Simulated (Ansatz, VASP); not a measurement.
# Cross-check of BaAg3Br3O between VASP and Ansatz

Wanted: the spread between two codes on one cell, functional and k mesh. The cell is generated by rule, not measured, and may not be a known phase. The cell is taken from a series of runs on this material, whose earlier steps may have relaxed, scaled, displaced or heated it; both programs get it as it stands.

Program: Ansatz 0.2.0. Level of theory: plane waves, with VASP 6.6.1 beside it; zone-centre phonons at PBEsol. Results are calculated unless marked as measured.

The structure was built from a prototype and need not be the compound's stable phase.

### Step 1. Set-up

The structure is tetragonal, space group P4/mmm (No. 123). The conventional cell has a = 3.841 Å, b = 3.841 Å, c = 12.328 Å, α = 90.00°, β = 90.00°, γ = 90.00°. Nearest to Ag lie 1 O at 2.32 Å and 4 Br at 2.85 Å. Nearest to Ag lie 6 Br at 2.72 to 2.99 Å. Nearest to Ba lie 4 O at 2.72 Å and 2 Br at 3.18 Å. Nearest to Br lie 5 Ag at 2.85 to 2.99 Å and 1 Ba at 3.18 Å. Nearest to Br lie 4 Ag at 2.72 Å. Nearest to O lie 2 Ag at 2.32 Å and 4 Ba at 2.72 Å. Farther neighbours and most contacts between anions are not listed.

### Step 2. VASP: zone-centre phonons, PBEsol

Second derivatives magnify differences that forces hide, and they need a tight electronic threshold.

Lines of VASP's logs that name or quote its potential files are left out, and so is its time.

Input file INCAR:

```
SYSTEM = BaAg3Br3O
PREC = Accurate
ENCUT = 600
EDIFF = 1E-08
NELM = 120
ISMEAR = 1
SIGMA = 0.15
LREAL = .FALSE.
ALGO = Normal
GGA = PS
NBANDS = 43
LASPH = .TRUE.
LORBIT = 11
LWAVE = .FALSE.
LCHARG = .FALSE.
ISIF = 2
IBRION = 8
GGA_COMPAT = .FALSE.
KPAR = 2
```

Input file POSCAR:

```
BaAg3Br3O
1.0
    2.7159403844      2.7159403844      0.0000000000
   -2.7159403844      2.7159403844      0.0000000000
    0.0000000000      0.0000000000     12.3276276167
Ag Ba Br O
3 1 3 1
Direct
    0.5000000000      0.5000000000      0.1880779848
    0.0000000000      0.0000000000      0.5000000000
    0.5000000000      0.5000000000      0.8119220152
    0.0000000000      0.0000000000      0.0000000000
    0.0000000000      0.0000000000      0.2578388045
    0.5000000000      0.5000000000      0.5000000000
    0.0000000000      0.0000000000      0.7421611955
    0.5000000000      0.5000000000      0.0000000000
```

Input file KPOINTS:

```
Automatic mesh
0
Gamma
8 8 4
0 0 0
```

Potentials, in the order of the species: Ag, Ba_sv, Br and O (PBE family, release 64).

Launch:

```sh
> mpirun -np 2 vasp_std
```

Numbers of over 12 decimals in the logs are rounded to 6 here.

Output:

```text
[banner, memory and clock lines left out]
running    2 mpi-ranks, on    1 nodes
 distrk:  each k-point on    1 cores,    2 groups
 distr:  one band on    1 cores,    1 groups

 POSCAR found type information on POSCAR AgBaBrO
 POSCAR found :  4 types and       8 ions
|                                                                             |
|               ----> ADVICE to this user running VASP <----                  |
|                                                                             |
|     You enforced a specific xc type in the INCAR file but a different       |
|     [... a line on the potential file left out ...]
|     I HOPE YOU KNOW WHAT YOU ARE DOING!                                     |
|                                                                             |

 LDA part: xc-table for (Slater+PW92), standard interpolation
 POSCAR, INCAR and KPOINTS ok, starting setup
 FFT: planning ... GRIDC
 FFT: planning ... GRID_SOFT
 FFT: planning ... GRID
 WAVECAR not read
 entering main loop
       N       E                     dE             d eps       ncg     rms          rms(c)
DAV:   1     0.533998334507E+03    0.53400E+03   -0.36571E+04  3870   0.168E+03
DAV:   2     0.958795404609E+01   -0.52441E+03   -0.50722E+03  4424   0.332E+02
DAV:   3    -0.324930596809E+02   -0.42081E+02   -0.41600E+02  4621   0.909E+01
DAV:   4    -0.335516998385E+02   -0.10586E+01   -0.10538E+01  5026   0.139E+01
DAV:   5    -0.335764587951E+02   -0.24759E-01   -0.24745E-01  5106   0.192E+00    0.155E+01
DAV:   6    -0.297557536125E+02    0.38207E+01   -0.18389E+01  4807   0.245E+01    0.105E+01
DAV:   7    -0.295528991765E+02    0.20285E+00   -0.25352E+00  4515   0.829E+00    0.603E+00
DAV:   8    -0.294731650641E+02    0.79734E-01   -0.81782E-01  4540   0.448E+00    0.137E+00
DAV:   9    -0.294442859896E+02    0.28879E-01   -0.19175E-01  5520   0.277E+00    0.480E-01
DAV:  10    -0.294442982059E+02   -0.12216E-04   -0.30284E-02  4152   0.809E-01    0.325E-01
DAV:  11    -0.294446705836E+02   -0.37238E-03   -0.10609E-02  4274   0.422E-01    0.199E-01
DAV:  12    -0.294443280130E+02    0.34257E-03   -0.17756E-03  4785   0.241E-01    0.738E-02
DAV:  13    -0.294443167575E+02    0.11256E-04   -0.30029E-04  4189   0.761E-02    0.354E-02
DAV:  14    -0.294443200317E+02   -0.32743E-05   -0.30765E-05  4750   0.259E-02    0.119E-02
DAV:  15    -0.294443216926E+02   -0.16608E-05   -0.62892E-06  4308   0.135E-02    0.299E-03
DAV:  16    -0.294443217696E+02   -0.77000E-07   -0.14856E-06  4632   0.563E-03    0.229E-03
DAV:  17    -0.294443217439E+02    0.25644E-07   -0.32592E-07  4716   0.304E-03    0.775E-04
DAV:  18    -0.294443217315E+02    0.12401E-07   -0.49003E-08  4176   0.111E-03    0.403E-04
DAV:  19    -0.294443217221E+02    0.94460E-08   -0.85755E-09  2272   0.404E-04
   1 F= -.29444322E+02 E0= -.29444088E+02  d E =-.700836E-03
 Linear response reoptimize wavefunctions to high precision
DAV:   1    -0.294443217192E+02    0.28604E-08   -0.15645E-09  2242   0.190E-04
DAV:   2    -0.294443217193E+02   -0.54570E-10   -0.31009E-10  2127   0.641E-05
 Linear response DOF=          12
 Linear response progress:
  Degree of freedom:   1/ 12
       N       E                     dE             d eps       ncg     rms          rms(c)
RMM:   1    -0.306573803186E+00   -0.30657E+00   -0.22192E-01 10463   0.226E+00
RMM:   2    -0.302932582471E+00    0.36412E-02   -0.29150E-03 10145   0.239E-01    0.604E-02
RMM:   3    -0.302923075860E+00    0.95066E-05   -0.48775E-05 11068   0.255E-02    0.406E-02
RMM:   4    -0.302931354568E+00   -0.82787E-05   -0.16378E-05 11230   0.167E-02    0.454E-03
RMM:   5    -0.302931326875E+00    0.27693E-07   -0.96429E-07 12074   0.316E-03    0.127E-03
RMM:   6    -0.302929818761E+00    0.15081E-05   -0.36523E-07 12005   0.199E-03    0.309E-04
RMM:   7    -0.302928298998E+00    0.15198E-05   -0.13031E-08 12430   0.533E-04    0.195E-04
RMM:   8    -0.302926774284E+00    0.15247E-05    0.54745E-09 13235   0.213E-04    0.202E-05
RMM:   9    -0.302926812957E+00   -0.38673E-07    0.16476E-08 14470   0.786E-05    0.122E-05
RMM:  10    -0.302926811773E+00    0.11832E-08   -0.92395E-09 14538   0.519E-05    0.546E-06
 first order change of Fermi-energy  -0.53983E-04
 force on displaced ion       1 direction 1 :  -1.442   0.000  -0.000
 Linear response progress:
  Degree of freedom:   2/ 12
       N       E                     dE             d eps       ncg     rms          rms(c)
RMM:   1    -0.320792278167E+00   -0.32079E+00   -0.22678E-01  6147   0.226E+00
RMM:   2    -0.316805368910E+00    0.39869E-02   -0.42903E-03  5899   0.278E-01    0.113E-01
RMM:   3    -0.316619461273E+00    0.18591E-03   -0.21510E-04  6368   0.558E-02    0.783E-02
RMM:   4    -0.316521740905E+00    0.97720E-04   -0.92265E-05  6609   0.329E-02    0.329E-02
[...]
RMM:   7    -0.262269294323E+00   -0.18468E-04   -0.23880E-06  7347   0.192E-03    0.450E-04
RMM:   8    -0.262266132588E+00    0.31617E-05   -0.15041E-06  7520   0.609E-04    0.183E-04
RMM:   9    -0.262265856409E+00    0.27618E-06   -0.50665E-07  7466   0.269E-04    0.691E-05
RMM:  10    -0.262265839409E+00    0.17000E-07    0.15863E-07  7802   0.118E-04    0.358E-05
RMM:  11    -0.262265746846E+00    0.92563E-07   -0.62233E-08  7644   0.692E-05    0.846E-06
[...]
RMM:   9    -0.169756580338E+00    0.10436E-05    0.44694E-06  8329   0.369E-04    0.753E-05
RMM:  10    -0.169756524437E+00    0.55902E-07   -0.90619E-07  8369   0.165E-04    0.366E-05
RMM:  11    -0.169756441069E+00    0.83368E-07    0.59296E-07  8422   0.104E-04    0.886E-06
RMM:  12    -0.169756417424E+00    0.23645E-07   -0.20987E-07  8685   0.764E-05    0.277E-06
RMM:  13    -0.169756408872E+00    0.85521E-08    0.64352E-08  8410   0.674E-05    0.151E-06
 first order change of Fermi-energy   0.39433E+00
 force on displaced ion       5 direction 3 :   0.000   0.000  -4.377
 Linear response progress:
  Degree of freedom:   9/ 12
       N       E                     dE             d eps       ncg     rms          rms(c)
RMM:   1    -0.138059982727E+00   -0.13806E+00    0.84751E-02 11061   0.923E-01
RMM:   2    -0.136711343237E+00    0.13486E-02   -0.34781E-03  8348   0.146E-01    0.736E-02
RMM:   3    -0.136896815116E+00   -0.18547E-03   -0.14903E-04  8731   0.292E-02    0.403E-02
RMM:   4    -0.137075020937E+00   -0.17821E-03   -0.57351E-05  8702   0.197E-02    0.490E-03
RMM:   5    -0.137055860954E+00    0.19160E-04   -0.30274E-06  9014   0.461E-03    0.159E-03
RMM:   6    -0.137057970343E+00   -0.21094E-05   -0.17644E-07  9485   0.769E-04    0.746E-04
RMM:   7    -0.137064046570E+00   -0.60762E-05    0.39923E-07  9028   0.553E-04    0.196E-04
RMM:   8    -0.137063921104E+00    0.12547E-06    0.17801E-07  9877   0.133E-04    0.371E-05
RMM:   9    -0.137063493697E+00    0.42741E-06    0.23753E-07  9640   0.770E-05    0.317E-05
RMM:  10    -0.137063525826E+00   -0.32130E-07   -0.12879E-07 10055   0.476E-05    0.759E-06
RMM:  11    -0.137063566772E+00   -0.40946E-07    0.10513E-07  9294   0.412E-05    0.203E-06
RMM:  12    -0.137063572007E+00   -0.52347E-08    0.17353E-07  8933   0.374E-05    0.892E-07
RMM:  13    -0.137063570276E+00    0.17309E-08    0.19769E-07  6873   0.363E-05    0.339E-07
RMM:  14    -0.137063568017E+00    0.22587E-08    0.16433E-07  5744   0.361E-05    0.133E-07
RMM:  15    -0.137063568026E+00   -0.89531E-11    0.18655E-07  4955   0.360E-05    0.771E-08
 first order change of Fermi-energy  -0.40965E-03
 force on displaced ion       6 direction 1 :  -3.720   0.000   0.000
 Linear response progress:
  Degree of freedom:  10/ 12
       N       E                     dE             d eps       ncg     rms          rms(c)
RMM:   1    -0.171079927916E+00   -0.17108E+00    0.57475E-02  7595   0.919E-01
RMM:   2    -0.170197076234E+00    0.88285E-03   -0.24362E-03  5956   0.132E-01    0.417E-02
RMM:   3    -0.170286140038E+00   -0.89064E-04   -0.92455E-05  6436   0.229E-02    0.227E-02
RMM:   4    -0.170362054865E+00   -0.75915E-04   -0.31589E-05  6542   0.145E-02    0.824E-03
RMM:   5    -0.170364050146E+00   -0.19953E-05   -0.33887E-06  6703   0.536E-03    0.292E-03
RMM:   6    -0.170358912264E+00    0.51379E-05   -0.43006E-07  7065   0.146E-03    0.116E-03
RMM:   7    -0.170354676961E+00    0.42353E-05   -0.21715E-07  7019   0.716E-04    0.158E-04
RMM:   8    -0.170353756289E+00    0.92067E-06    0.40755E-07  7310   0.236E-04    0.690E-05
RMM:   9    -0.170353396746E+00    0.35954E-06   -0.18508E-07  7465   0.103E-04    0.292E-05
RMM:  10    -0.170353365449E+00    0.31297E-07    0.71195E-08  7532   0.577E-05    0.637E-06
RMM:  11    -0.170353361158E+00    0.42909E-08   -0.56244E-08  7678   0.421E-05    0.279E-06
 first order change of Fermi-energy  -0.28260E-03
 force on displaced ion       6 direction 3 :  -0.000  -0.000  -0.620
 Linear response progress:
  Degree of freedom:  11/ 12
       N       E                     dE             d eps       ncg     rms          rms(c)
RMM:   1    -0.370366999359E+00   -0.37037E+00    0.33555E-01 10566   0.197E+00
RMM:   2    -0.364833580209E+00    0.55334E-02   -0.13637E-02  8559   0.283E-01    0.132E-01
RMM:   3    -0.365915671854E+00   -0.10821E-02   -0.25479E-03  8897   0.862E-02    0.820E-02
RMM:   4    -0.367381235377E+00   -0.14656E-02   -0.53773E-04  8313   0.688E-02    0.120E-02
RMM:   5    -0.367210198187E+00    0.17104E-03   -0.58230E-05  9819   0.172E-02    0.552E-03
RMM:   6    -0.367220134409E+00   -0.99362E-05   -0.69121E-06 10413   0.534E-03    0.156E-03
RMM:   7    -0.367225147128E+00   -0.50127E-05   -0.17447E-06 10663   0.155E-03    0.481E-04
RMM:   8    -0.367222550920E+00    0.25962E-05    0.11209E-07 11179   0.534E-04    0.181E-04
RMM:   9    -0.367222526337E+00    0.24583E-07   -0.93993E-08 11223   0.209E-04    0.114E-04
RMM:  10    -0.367223173367E+00   -0.64703E-06   -0.13670E-07 10625   0.170E-04    0.185E-05
RMM:  11    -0.367223240733E+00   -0.67366E-07   -0.50875E-08 11328   0.905E-05    0.644E-06
RMM:  12    -0.367223279399E+00   -0.38666E-07   -0.11662E-07 10987   0.737E-05    0.156E-06
RMM:  13    -0.367223272315E+00    0.70843E-08   -0.91230E-08  9756   0.667E-05    0.484E-07
 first order change of Fermi-energy   0.14186E-04
 force on displaced ion       8 direction 1 :  -2.122   0.000   0.000
 Linear response progress:
  Degree of freedom:  12/ 12
       N       E                     dE             d eps       ncg     rms          rms(c)
RMM:   1    -0.375892560243E+00   -0.37589E+00    0.41963E-01  7765   0.206E+00
RMM:   2    -0.370331172356E+00    0.55614E-02   -0.62193E-03  6009   0.272E-01    0.248E-01
RMM:   3    -0.370708889355E+00   -0.37772E-03   -0.90790E-04  6189   0.927E-02    0.133E-01
RMM:   4    -0.371421475608E+00   -0.71259E-03   -0.67120E-04  6466   0.789E-02    0.327E-02
RMM:   5    -0.371300010035E+00    0.12147E-03   -0.59067E-05  6794   0.235E-02    0.747E-03
RMM:   6    -0.371222785605E+00    0.77224E-04   -0.61528E-06  6869   0.699E-03    0.180E-03
RMM:   7    -0.371218931479E+00    0.38541E-05   -0.68172E-07  7235   0.192E-03    0.954E-04
RMM:   8    -0.371215433259E+00    0.34982E-05    0.14786E-07  7239   0.838E-04    0.353E-04
RMM:   9    -0.371218121663E+00   -0.26884E-05   -0.13084E-07  7283   0.325E-04    0.812E-05
RMM:  10    -0.371217444700E+00    0.67696E-06   -0.20278E-07  7419   0.164E-04    0.438E-05
RMM:  11    -0.371217586404E+00   -0.14170E-06   -0.80528E-08  7935   0.717E-05    0.747E-06
RMM:  12    -0.371217567656E+00    0.18748E-07   -0.29526E-08  7850   0.437E-05    0.372E-06
RMM:  13    -0.371217555882E+00    0.11774E-07   -0.56533E-08  7518   0.374E-05    0.159E-06
RMM:  14    -0.371217560561E+00   -0.46789E-08   -0.36900E-08  7254   0.346E-05    0.616E-07
 first order change of Fermi-energy  -0.99474E-04
 force on displaced ion       8 direction 3 :  -0.000  -0.000  -6.623
 Linear response finished
```

[end of part 1 of 3]

[Lines on the potential files, build, host, timing and source positions are cut from VASP's logs without a mark.]

[Logs are printed without paths, hosts, clocks, repeated set-up lines and the standing remarks that a program may print on its own settings, such as how far it seeks lower states.]

[Hosts, paths, dates, database ids (printed as entryN), source tags and the programs' standing remarks are cut or masked in the printed files.]
